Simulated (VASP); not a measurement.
# Li2HfF6 in VASP: further runs

The runs below take Li2HfF6 through single point, molecular dynamics, with PBE.

Program: VASP 6.6.1. These are calculated values, not measurements. Logs are shortened: lines on timing, memory, paths and dates and some standing lists are left out, and cuts for length are marked.

**1. Starting point**

The cell holds a amorphous, 9 atoms: a = 4.657 Å, b = 4.816 Å, c = 4.625 Å, α = 82.25°, β = 89.32°, γ = 95.16°.

The cell was built by a generator and needn't be a form met in nature.

**2. Single point, PBE**

Input file INCAR:

```
  ALGO = Normal
  EDIFF = 1E-6
  ENCUT = 520
  GGA = PE
  ISIF = 2
  ISMEAR = -1
  LASPH = T
  LCHARG = F
  LREAL = F
  LWAVE = F
  NBANDS = 39
  NELM = 80
  PREC = Accurate
  SIGMA = 0.05
```

Input file KPOINTS:

```
k-points
0
Gamma
  3 3 3
```

Input file POSCAR:

```
Li2HfF6
1.0
    4.6335150000     -0.4469320000     -0.1309370000
    0.0364860000      4.8072450000      0.2896670000
    0.2187090000      0.3456770000      4.6067240000
Hf Li F
1 2 6
Direct
    0.1655720411      0.5666609363      0.4060567842
    0.5533753546      0.3300986534      0.9894700925
    0.6186842771      0.8811718512      0.7559711102
    0.0651848183      0.8255177854      0.8566694780
    0.6808270342      0.2876032338      0.5077259422
    0.1856848413      0.0664548493      0.1462803587
    0.9465021621      0.2019098831      0.8550318021
    0.6712354283      0.6992956416      0.2082496548
    0.8594225276      0.9797338429      0.3773199012
```

Potentials or basis: VASP PAW PBE potentials, release 64 (Hf_pv, Li_sv, F).

On the command line:

```bash
$ cat potpaw_PBE.64/Hf_pv/POTCAR potpaw_PBE.64/Li_sv/POTCAR potpaw_PBE.64/F/POTCAR > POTCAR
$ mpirun -np 1 vasp_std > vasp.out
```

OUTCAR:

```text
EDIFF = 1E-6
   ENCUT = 520
   GGA = PE
   ISIF = 2
   ISMEAR = -1
   LASPH = T
   LREAL = F
   NELM = 80
   PREC = Accurate

 ion  position               nearest neighbor table
   1  0.166  0.567  0.406-   8 2.51   5 2.53   6 2.53   9 2.54   8 2.59   4 2.63   7 2.66   4 2.74
                             6 2.84   5 2.87   2 3.03   3 3.09
   2  0.553  0.330  0.989-   7 2.10   6 2.10   8 2.19   3 2.58   1 3.03
   3  0.619  0.881  0.756-   9 2.05   5 2.13   4 2.17   7 2.17   8 2.18   2 2.58   1 3.09
   4  0.065  0.826  0.857-   3 2.17   1 2.63   1 2.74
   5  0.681  0.288  0.508-   3 2.13   1 2.53   1 2.87
   6  0.186  0.066  0.146-   9 1.83   7 1.85   2 2.10   1 2.53   1 2.84
   7  0.947  0.202  0.855-   6 1.85   2 2.10   3 2.17   1 2.66
   8  0.671  0.699  0.208-   9 1.81   3 2.18   2 2.19   1 2.51   1 2.59
   9  0.859  0.980  0.377-   8 1.81   6 1.83   3 2.05   1 2.54

  LATTYP: Found a triclinic cell.
 ALAT       =     6.2109399757
 B/A-ratio  =     0.7446295481
 C/A-ratio  =     0.7497836035
 COS(alpha) =     0.0118727476
 COS(beta)  =     0.0785897035
 COS(gamma) =     0.6400452105

  Lattice vectors:

 A1 = (  -0.1822230000,   4.4615680000,  -4.3170570000)
 A2 = (  -0.2187090000,  -0.3456770000,  -4.6067240000)
 A3 = (  -4.6335150000,   0.4469320000,   0.1309370000)

Analysis of symmetry for initial positions (statically):
=====================================================================
 Subroutine PRICEL returns:
 Original cell was already a primitive cell.

 Routine SETGRP: Setting up the symmetry group for a
 triclinic supercell.

 Subroutine GETGRP returns: Found  1 space group operations
 (whereof  1 operations were pure point group operations)
 out of a pool of  2 trial point group operations.

The static configuration has the point symmetry C_1 .

Analysis of symmetry for dynamics (positions and initial velocities):
=====================================================================
 Subroutine PRICEL returns:
 Original cell was already a primitive cell.

 Routine SETGRP: Setting up the symmetry group for a
 triclinic supercell.

 Subroutine GETGRP returns: Found  1 space group operations
 (whereof  1 operations were pure point group operations)
 out of a pool of  2 trial point group operations.

The dynamic configuration has the point symmetry C_1 .

 Subroutine INISYM returns: Found  1 space group operations
 (whereof  1 operations are pure point group operations),
 and found     1 'primitive' translations

----------------------------------------------------------------------------------------

                                     Primitive cell

  volume of cell :     102.3311

  direct lattice vectors                    reciprocal lattice vectors
     4.633515000 -0.446932000 -0.130937000     0.215433303 -0.001023425 -0.010151124
     0.036486000  4.807245000  0.289667000     0.019677606  0.208870703 -0.016607348
     0.218709000  0.345677000  4.606724000     0.004885953 -0.013162706  0.217829730

  length of vectors
     4.656860956  4.816102438  4.624849428     0.215674757  0.210451854  0.218281746

  position of ions in fractional coordinates (direct lattice)
     0.165572041  0.566660936  0.406056784
     0.553375355  0.330098653  0.989470092
     0.618684277  0.881171851  0.755971110
     0.065184818  0.825517785  0.856669478
     0.680827034  0.287603234  0.507725942
     0.185684841  0.066454849  0.146280359
     0.946502162  0.201909883  0.855031802
     0.671235428  0.699295642  0.208249655
     0.859422528  0.979733843  0.377319901

  ion indices of the primitive-cell ions
   primitive index   ion index
                 1           1
                 2           2
                 3           3
                 4           4
                 5           5
                 6           6
                 7           7
                 8           8
                 9           9

----------------------------------------------------------------------------------------

 KPOINTS: k-points

Automatic generation of k-mesh.
 Grid dimensions read from file:
 generate k-points for:    3    3    3

 Generating k-lattice:

  Cartesian coordinates                     Fractional coordinates (reciprocal lattice)
     0.071811101 -0.000341142 -0.003383708     0.333333333  0.000000000  0.000000000
     0.006559202  0.069623568 -0.005535783     0.000000000  0.333333333  0.000000000
     0.001628651 -0.004387569  0.072609910     0.000000000  0.000000000  0.333333333

  Length of vectors
     0.071891586  0.070150618  0.072760582

  Shift w.r.t. Gamma in fractional coordinates (k-lattice)
     0.000000000  0.000000000  0.000000000

 Subroutine IBZKPT returns following result:
 ===========================================

 Found     14 irreducible k-points:

 Following reciprocal coordinates:
            Coordinates               Weight
  0.000000  0.000000  0.000000      1.000000
  0.333333 -0.000000  0.000000      2.000000
  0.000000  0.333333  0.000000      2.000000
  0.333333  0.333333  0.000000      2.000000
 -0.333333  0.333333  0.000000      2.000000
 -0.000000  0.000000  0.333333      2.000000
  0.333333  0.000000  0.333333      2.000000
 -0.333333 -0.000000  0.333333      2.000000
 -0.000000  0.333333  0.333333      2.000000
  0.333333  0.333333  0.333333      2.000000
 -0.333333  0.333333  0.333333      2.000000
  0.000000 -0.333333  0.333333      2.000000
  0.333333 -0.333333  0.333333      2.000000
 -0.333333 -0.333333  0.333333      2.000000
   k-points           NKPTS =     14   k-points in BZ     NKDIM =     14   number of bands    NBANDS=     39
   number of dos      NEDOS =    301   number of ions     NIONS =      9
   total plane-waves  NPLWV =  46656
   dimension x,y,z NGX =    36 NGY =   36 NGZ =   36
   dimension x,y,z NGXF=    72 NGYF=   72 NGZF=   72
   ions per type =               1   2   6
   NGX,Y,Z   is equivalent  to a cutoff of  12.85, 12.43, 12.94 a.u.
   NGXF,Y,Z  is equivalent  to a cutoff of  25.70, 24.85, 25.88 a.u.
 SYSTEM =  unknown system
   PREC   = accura    normal or accurate (medium, high low for compatibility)
   ISTART =      0    job   : 0-new  1-cont  2-samecut
   ICHARG =      2    charge: 1-file 2-atom 10-const
   ISPIN  =      1    spin polarized calculation?
   LNONCOLLINEAR =      F non collinear calculations
   LSORBIT =      F    spin-orbit coupling
   LASPH  =      T    aspherical Exc in radial PAW
   ENCUT  =  520.0 eV  38.22 Ry    6.18 a.u.   8.66  8.95  8.60*2*pi/ulx,y,z
   NELM   =     80;   NELMIN=  2; NELMDL= -5     # of ELM steps
   EDIFF  = 0.1E-05   stopping-criterion for ELM
   LREAL  =      F    real-space projection
   EDIFFG = 0.1E-04   stopping-criterion for IOM
   NSW    =      0    number of steps for IOM
   IBRION =     -1    ionic relax: 0-MD 1-quasi-New 2-CG
   NFREE  =      0    steps in history (QN), initial steepest desc. (CG)
   ISIF   =      2    stress and relaxation
   ISYM   =      2    0-nonsym 1-usesym 2-fastsym
   POTIM  = 0.5000    time-step for ionic-motion
   TEBEG  =    0.0;   TEEND  =   0.0 temperature during run
   PSTRESS=    0.0 pullay stress
   NELECT =      58.0000    total number of electrons
   NUPDOWN=      -1.0000    fix difference up-down
   EMIN   =  10.00;   EMAX   =-10.00  energy-range for DOS
   EFERMI =   0.00;   METHOD = LEGACY
   ISMEAR =    -1;   SIGMA  =   0.05  broadening in eV -4-tet -1-fermi 0-gaus
   EFERMI_NEDOS =   21; number of points for ismear=-14 and -15
   IALGO  =     38    algorithm
   IMIX   =      4    mixing-type and parameters
     AMIX     =   0.40;   BMIX     =  1.00
     AMIX_MAG =   1.60;   BMIX_MAG =  1.00
  volume/ion in A,a.u.               =      11.37        76.73
  Fermi-wavevector in a.u.,A,eV,Ry     =   1.354820  2.560239 24.974007  1.835538
  Thomas-Fermi vector in A             =   2.481960
   LORBIT       =      0    0 simple, 1 ext, 2 COOP (PROOUT), +10 PAW based schemes
   GGA     = PE    functional components
   LHFCALC =     F    Hartree Fock is set to
   AEXX    =    0.0000 exact exchange contribution
   IVDW    =     0    specifies the selected vdW correction
   LEPSILON=     F    determine dielectric tensor
   LRPA    =     F    only Hartree local field effects (RPA)
 non-spin polarized calculation
  energy-cutoff  :      520.00
  volume of cell :      102.33
 maximum number of plane-waves:      2768
 NGX is ok and might be reduce to    36
   NGX = 17   NGY = 17   NGZ = 17

 number of electron      58.0000016 magnetization

 Free energy of the ion-electron system (eV)
  ---------------------------------------------------
  ext. energy  EPLUGINS =         0.00000000
  ---------------------------------------------------
  free energy    TOTEN  =       -36.60381828 eV

  energy without entropy =      -36.59806524  energy(sigma->0) =      -36.60094176

 E-fermi :   2.2707     XC(G=0):  -9.8535

 val. band max:        2.0928826280   @ k =   0.0000   0.0000   0.0000
 cond. band min:       2.3622392758   @ k =   0.0000   0.0000   0.0000
 fundamental gap:      0.2693566478
 Fermi energy:         2.2707285754

 k-point     1 :       0.0000    0.0000    0.0000
  band No.  band energies     occupation
      1     -43.3370      2.00000
      2     -43.2459      2.00000
      3     -31.6409      2.00000
      4     -31.4533      2.00000
      5     -31.4353      2.00000
      6     -21.9050      2.00000
[... 31 lines left out ...]
     38      10.2773      0.00000
     39      10.4705      0.00000

 k-point     2 :       0.3333   -0.0000    0.0000
  band No.  band energies     occupation
      1     -43.3370      2.00000
      2     -43.2459      2.00000
      3     -31.6434      2.00000
      4     -31.4529      2.00000
      5     -31.4416      2.00000
      6     -21.8301      2.00000
[... 493 lines left out ...]
     38       9.3174      0.00000
     39      10.8921      0.00000

 k-point    14 :      -0.3333   -0.3333    0.3333
  band No.  band energies     occupation
      1     -43.3352      2.00000
      2     -43.2475      2.00000
      3     -31.6463      2.00000
      4     -31.4557      2.00000
      5     -31.4431      2.00000
      6     -21.5773      2.00000
[... 31 lines left out ...]
     38       9.2734      0.00000
     39      10.8236      0.00000

------------------------ aborting loop because EDIFF is reached ----------------------------------------

  FORCE on cell =-STRESS in cart. coord.  units (eV):
  Direction    XX          YY          ZZ          XY          YZ          ZX
  --------------------------------------------------------------------------------------
  -------------------------------------------------------------------------------------
  Total        0.2644688      4.1691750      8.0787985      0.3482520      6.1252945      9.2009884
  in kB        4.1407363     65.2759513    126.4881548      5.4525124     95.9025285    144.0580612
  external PRESSURE =      65.3016141 kB  Pullay stress =       0.0000000 kB

 VOLUME and BASIS-vectors are now :
 -----------------------------------------------------------------------------
  energy-cutoff  :      520.00
  volume of cell :      102.33
      direct lattice vectors                 reciprocal lattice vectors
     4.633515000 -0.446932000 -0.130937000     0.215433303 -0.001023425 -0.010151124
     0.036486000  4.807245000  0.289667000     0.019677606  0.208870703 -0.016607348
     0.218709000  0.345677000  4.606724000     0.004885953 -0.013162706  0.217829730

 POSITION                                       TOTAL-FORCE (eV/Angst)
 -----------------------------------------------------------------------------------
      0.87666      2.79044      2.01306        -3.219885      1.618145     -0.345246
      2.79252      1.68158      4.58138         0.931116     -0.962500      0.423642
      3.06417      4.22082      3.65679         1.419893      0.978426      0.066609
      0.51952      4.23546      4.17703         1.785597     -6.844524     -3.107447
      3.27616      1.25381      2.33312        -3.617780      3.594195      0.326506
      0.89479      0.28704      0.66881         9.443157      0.951520      2.693414
      4.58000      0.84317      3.87345        -1.301798      5.572486     -1.964599
      3.18124      3.13368      1.07402        -5.336114     -3.844505     -3.107045
      4.10042      4.45615      1.90948        -0.104185     -1.063243      5.014166
 -----------------------------------------------------------------------------------
    total drift:                                0.000062     -0.000578      0.000219

  FREE ENERGIE OF THE ION-ELECTRON SYSTEM (eV)
  ---------------------------------------------------
  free  energy   TOTEN  =       -36.6038182844 eV

  energy  without entropy=      -36.5980652407  energy(sigma->0) =      -36.60094176
```

Wall time 29 s (1 thread of Intel Xeon 6975P-C (Granite Rapids), shared host); peak memory 0.22 GiB.

What came out:

| Item | Value |
| --- | --- |
| Free energy | -36.6038 eV |
| Largest force | 9.866 eV/Å |
| Band gap on the k mesh | 0.27 eV, direct |

Forces on the atoms (eV/Å):
```
Hf  -3.220  1.618 -0.345
Li   0.931 -0.963  0.424
Li   1.420  0.978  0.067
F    1.786 -6.845 -3.107
F   -3.618  3.594  0.327
F    9.443  0.952  2.693
F   -1.302  5.572 -1.965
F   -5.336 -3.845 -3.107
F   -0.104 -1.063  5.014
```

Caveat: the k mesh is coarse (spacing up to 0.46 Å⁻¹), so the values aren't converged; the cutoff is under 1.25 times the usual one of these potentials, so pressure, stress and relaxed cells hold a basis-set (Pulay) error; spin-orbit coupling is left out, which moves the levels of the heavy elements. A hybrid or GW would open this gap; PBE tends to underestimate it.

(Part 1 of 2 ends here.)
